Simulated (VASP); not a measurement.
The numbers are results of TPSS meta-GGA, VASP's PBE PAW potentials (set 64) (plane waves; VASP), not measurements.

The input files of a VASP run:

**KPOINTS_OPT**
```
k-points along high-symmetry lines
6
Line-mode
Reciprocal
  0.000000   0.000000   0.000000 ! GAMMA
 -0.000000   0.500000   0.000000 ! M

 -0.000000   0.500000   0.000000 ! M
 -0.333333   0.666667   0.000000 ! K

 -0.333333   0.666667   0.000000 ! K
  0.000000   0.000000   0.000000 ! GAMMA

  0.000000   0.000000   0.000000 ! GAMMA
  0.000000   0.000000   0.500000 ! A

  0.000000   0.000000   0.500000 ! A
 -0.000000   0.500000   0.500000 ! L

 -0.000000   0.500000   0.500000 ! L
 -0.333333   0.666667   0.500000 ! H

 -0.333333   0.666667   0.500000 ! H
  0.000000   0.000000   0.500000 ! A

 -0.000000   0.500000   0.500000 ! L
 -0.000000   0.500000   0.000000 ! M

 -0.333333   0.666667   0.500000 ! H
 -0.333333   0.666667   0.000000 ! K
```

KPOINTS:
```
K-points
0
Gamma
  10 10 7
```

INCAR:
```
ALGO = Normal
EDIFF = 1E-7
ENCUT = 520
ISIF = 2
ISMEAR = -5
LASPH = .TRUE.
LCHARG = .FALSE.
LEFG = .TRUE.
LMAXMIX = 4
LMIXTAU = .TRUE.
LORBIT = 11
LREAL = .FALSE.
LWAVE = .FALSE.
METAGGA = TPSS
NEDOS = 601
NELM = 100
PREC = Accurate
SYSTEM = NiSb
```

File POSCAR:
```
NiSb
3.9353230
  0.5000000393  -0.8660255134   0.0000000000
  0.5000000393   0.8660255134   0.0000000000
  0.0000000000   0.0000000000   1.2966890233
Ni Sb
2 2
Cartesian
  0.0000000000   0.0000000000   0.6483445117
  0.0000000000   0.0000000000   0.0000000000
  0.5000000393   0.2886757485   0.3241722558
  0.5000000393  -0.2886757485   0.9725167675
```

POTCAR, in this order: Ni Sb (PBE.64 set). Program: vasp_std.

The run wrote:

**OUTCAR**
```
 ion  position               nearest neighbor table
   1  0.000  0.000  0.500-   2 2.55   2 2.55   4 2.61   3 2.61   4 2.61   3 2.61   4 2.61   3 2.61
  LATTYP: Found a hexagonal cell.
 ALAT       =     3.9353234508
 C/A-ratio  =     1.2966888748
 Subroutine PRICEL returns:
 Original cell was already a primitive cell.
 Subroutine GETGRP returns: Found 24 space group operations
The static configuration has the point symmetry D_3d.
 The point group associated with its full space group is D_6h.
The dynamic configuration has the point symmetry D_3d.
 Subroutine INISYM returns: Found 24 space group operations
 Subroutine IBZKPT returns following result:
 Found     56 irreducible k-points:

 Following reciprocal coordinates:
            Coordinates               Weight
  0.000000  0.000000  0.000000      1.000000
  0.100000 -0.000000  0.000000      6.000000
  0.200000 -0.000000  0.000000      6.000000
  0.300000  0.000000  0.000000      6.000000
  0.400000 -0.000000  0.000000      6.000000
  0.500000 -0.000000  0.000000      3.000000
  0.100000  0.100000  0.000000      6.000000
  0.200000  0.100000  0.000000     12.000000
  0.300000  0.100000  0.000000     12.000000
  0.400000  0.100000  0.000000     12.000000
  0.200000  0.200000  0.000000      6.000000
  0.300000  0.200000  0.000000     12.000000
  0.400000  0.200000  0.000000      6.000000
  0.300000  0.300000  0.000000      6.000000
  0.000000  0.000000  0.142857      2.000000
  0.100000 -0.000000  0.142857     12.000000
  0.200000 -0.000000  0.142857     12.000000
  0.300000  0.000000  0.142857     12.000000
  0.400000 -0.000000  0.142857     12.000000
  0.500000 -0.000000  0.142857      6.000000
  0.100000  0.100000  0.142857     12.000000
  0.200000  0.100000  0.142857     24.000000
  0.300000  0.100000  0.142857     24.000000
  0.400000  0.100000  0.142857     24.000000
  0.200000  0.200000  0.142857     12.000000
  0.300000  0.200000  0.142857     24.000000
  0.400000  0.200000  0.142857     12.000000
  0.300000  0.300000  0.142857     12.000000
  0.000000  0.000000  0.285714      2.000000
  0.100000 -0.000000  0.285714     12.000000
  0.200000 -0.000000  0.285714     12.000000
  0.300000  0.000000  0.285714     12.000000
  0.400000 -0.000000  0.285714     12.000000
  0.500000 -0.000000  0.285714      6.000000
  0.100000  0.100000  0.285714     12.000000
  0.200000  0.100000  0.285714     24.000000
  0.300000  0.100000  0.285714     24.000000
  0.400000  0.100000  0.285714     24.000000
  0.200000  0.200000  0.285714     12.000000
  0.300000  0.200000  0.285714     24.000000
   k-points           NKPTS =     56   k-points in BZ     NKDIM =     56   number of bands    NBANDS=     19
   number of dos      NEDOS =    601   number of ions     NIONS =      4
   total plane-waves  NPLWV =  36000
   dimension x,y,z NGX =    30 NGY =   30 NGZ =   40
   dimension x,y,z NGXF=    60 NGYF=   60 NGZF=   80
   ions per type =               2   2
   PREC   = accura    normal or accurate (medium, high low for compatibility)
   ISTART =      0    job   : 0-new  1-cont  2-samecut
   ICHARG =      2    charge: 1-file 2-atom 10-const
   ISPIN  =      1    spin polarized calculation?
   LNONCOLLINEAR =      F non collinear calculations
   LSORBIT =      F    spin-orbit coupling
   INIWAV =      1    electr: 0-lowe 1-rand  2-diag
   ENCUT  =  520.0 eV  38.22 Ry    6.18 a.u.   7.32  7.32  9.49*2*pi/ulx,y,z
   NELM   =    100;   NELMIN=  2; NELMDL= -5     # of ELM steps
   EDIFF  = 0.1E-06   stopping-criterion for ELM
   LREAL  =      F    real-space projection
   NLSPLINE    = F    spline interpolate recip. space projectors
...
```

OSZICAR:
```
       N       E                     dE             d eps       ncg     rms          rms(c)
DAV:   1     0.163220051613E+03    0.16322E+03   -0.14217E+04  2136   0.183E+03
DAV:   2    -0.296152997358E+02   -0.19284E+03   -0.18798E+03  2194   0.362E+02
DAV:   3    -0.409809850041E+02   -0.11366E+02   -0.11116E+02  2398   0.118E+02
DAV:   4    -0.412624894415E+02   -0.28150E+00   -0.28002E+00  2430   0.171E+01
DAV:   5    -0.412715681598E+02   -0.90787E-02   -0.90972E-02  2567   0.326E+00    0.104E+01
DAV:   6    -0.503707099732E+02   -0.90991E+01   -0.15052E+01  2461   0.674E+01    0.671E+00
DAV:   7    -0.521021842833E+02   -0.17315E+01   -0.61227E+00  2383   0.444E+01    0.585E+00
DAV:   8    -0.519208056538E+02    0.18138E+00   -0.18930E+00  2337   0.256E+01    0.223E+00
DAV:   9    -0.514618688880E+02    0.45894E+00   -0.66294E-01  2744   0.136E+01    0.643E-01
DAV:  10    -0.519170850471E+02   -0.45522E+00   -0.22104E-01  2137   0.576E+00    0.404E-01
DAV:  11    -0.519165895895E+02    0.49546E-03   -0.29577E-03  2466   0.525E-01    0.299E-01
DAV:  12    -0.519081073556E+02    0.84822E-02   -0.12391E-02  3027   0.153E+00    0.202E-01
DAV:  13    -0.519177285396E+02   -0.96212E-02   -0.77458E-03  2439   0.120E+00    0.127E-01
DAV:  14    -0.519180509718E+02   -0.32243E-03   -0.45857E-04  2233   0.289E-01    0.610E-02
DAV:  15    -0.519181024661E+02   -0.51494E-04   -0.25430E-05  2903   0.741E-02    0.332E-02
DAV:  16    -0.519180928750E+02    0.95910E-05   -0.16116E-05  2221   0.527E-02    0.942E-03
DAV:  17    -0.519181090208E+02   -0.16146E-04   -0.87647E-06  2176   0.405E-02    0.762E-03
DAV:  18    -0.519181084866E+02    0.53421E-06   -0.40950E-07  2272   0.701E-03    0.342E-03
DAV:  19    -0.519181072606E+02    0.12260E-05   -0.97409E-08  1259   0.508E-03    0.121E-03
DAV:  20    -0.519181082351E+02   -0.97455E-06   -0.93800E-08  1130   0.615E-03    0.394E-04
DAV:  21    -0.519181081963E+02    0.38817E-07   -0.95041E-09  1121   0.110E-03
   1 F= -.51918108E+02 E0= -.51918108E+02  d E =0.000000E+00
       N       E                     dE             ncg
```

File OUTCAR:
```
------------------------ aborting loop because EDIFF is reached ----------------------------------------
  FORCE on cell =-STRESS in cart. coord.  units (eV):
  Direction    XX          YY          ZZ          XY          YZ          ZX
  --------------------------------------------------------------------------------------
  Total       -0.1092978     -0.1092978     -0.0476946      0.0000000      0.0000000      0.0000000
  in kB       -2.5586695     -2.5586697     -1.1165334      0.0000000      0.0000000      0.0000000
  external PRESSURE =      -2.0779576 kB  Pullay stress =       0.0000000 kB
  volume of cell :       68.44
      direct lattice vectors                 reciprocal lattice vectors
     1.967661655 -3.408090121  0.000000000     0.254108728 -0.146709735  0.000000000
     1.967661655  3.408090121  0.000000000     0.254108728  0.146709735  0.000000000
     0.000000000  0.000000000  5.102890137     0.000000000  0.000000000  0.195967378
 POSITION                                       TOTAL-FORCE (eV/Angst)
 -----------------------------------------------------------------------------------
      0.00000      0.00000      2.55145         0.000000      0.000000     -0.000000
      0.00000      0.00000      0.00000        -0.000000      0.000000     -0.000000
      1.96766      1.13603      1.27572        -0.000000      0.000000      0.000000
      1.96766     -1.13603      3.82717         0.000000     -0.000000     -0.000000
 -----------------------------------------------------------------------------------
    total drift:                               -0.000000     -0.000000      0.000000
  FREE ENERGIE OF THE ION-ELECTRON SYSTEM (eV)
  ---------------------------------------------------
  free  energy   TOTEN  =       -51.9181081963 eV

  energy  without entropy=      -51.9181081963  energy(sigma->0) =      -51.91810820

 total charge

# of ion       s       p       d       tot
------------------------------------------
    1        0.442   0.486   8.473   9.401
    2        0.442   0.486   8.473   9.401
    3        1.120   1.213   0.073   2.407
    4        1.120   1.213   0.073   2.407
--------------------------------------------------
tot          3.124   3.399  17.092  23.615

 Electric field gradients after diagonalization (V/A^2)
 (convention: |V_zz| > |V_xx| > |V_yy|)
----------------------------------------------------------------------
 ion       V_xx      V_yy      V_zz     asymmetry (V_yy - V_xx)/ V_zz
----------------------------------------------------------------------
   1      11.856    11.852   -23.708       0.000
   2      11.856    11.852   -23.708       0.000
   3     -38.885   -38.885    77.769       0.000
   4     -38.885   -38.885    77.769       0.000
```
(Selected blocks of OUTCAR.)

For a metal the tetrahedron method with Blöchl corrections gives inexact stress and forces.

The compound is NiSb in the NiAs type structure. It was relaxed first. The run is not spin-polarised, so no magnetic state was tried.
